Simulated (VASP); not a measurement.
A run of VASP 6.6.1 is set up as follows.

The input INCAR:

```
ALGO = Fast
EDIFF = 1E-6
ENCUT = 520
ISIF = 2
ISMEAR = 0
LASPH = True
LCHARG = False
LREAL = False
LWAVE = False
NBANDS = 34
NELM = 100
PREC = Accurate
SIGMA = 0.05
```

File KPOINTS:

```
k-points
0
Gamma
  4 4 4
```

File POSCAR:

```
SiPb3S
1.0
    5.9333880787      0.0000000000      0.0000000000
    0.0000000000      5.9333880787      0.0000000000
    0.0000000000      0.0000000000      5.9333880787
Si S Pb
1 1 3
Direct
    0.0000000000      0.0000000000      0.0000000000
    0.5000000000      0.5000000000      0.5000000000
    0.5000000000      0.5000000000      0.0000000000
    0.5000000000      0.0000000000      0.5000000000
    0.0000000000      0.5000000000      0.5000000000
```

Potentials or basis: VASP PAW LDA potentials, release 64 (Si, S, Pb_d).

The run is started by

```console
$ cat potpaw_LDA.64/Si/POTCAR potpaw_LDA.64/S/POTCAR potpaw_LDA.64/Pb_d/POTCAR > POTCAR
$ mpirun -np 1 vasp_std > vasp.out
```

Estimate the pressure.

-7.0 GPa.

Predict the band gap on the k mesh.

none (metal or under the smearing width).

The run has no spin-orbit coupling, so splittings on Pb are missing.
